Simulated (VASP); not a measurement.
Given:

```yaml
crystal:
  lattice:
    - [1.97642, -3.42327, 0.00000]
    - [1.97642, 3.42327, 0.00000]
    - [0.00000, 0.00000, 5.12008]
  atoms:
    - { symbol: Se, position: [0.00000, 0.25564, 0.66667] }
    - { symbol: Se, position: [0.74436, 0.74436, 0.00000] }
    - { symbol: Se, position: [0.25564, 0.00000, 0.33333] }
```

Computed with LDA (Ceperley-Alder, Perdew-Zunger), VASP's LDA PAW potentials (set 64) (plane waves; VASP 6.6.1). Settings: 520 eV cut-off, 9×9×6 Γ-centred mesh, tetrahedra with Blöchl corrections, potentials Se.

Estimate the energy per atom (σ→0), band gap (on the k-mesh) with the smallest direct gap where there is one.

The band gap (on the k-mesh) is 0.29 eV and the smallest direct gap (on the k-mesh) is 0.29 eV. The energy per atom (σ→0) is -401.3 kJ/mol-atom.

Total energies compare only between runs with the same potentials, cut-off and functional.

The compound is Se in the trig structure. It was relaxed first, which changed the volume by -15 %.
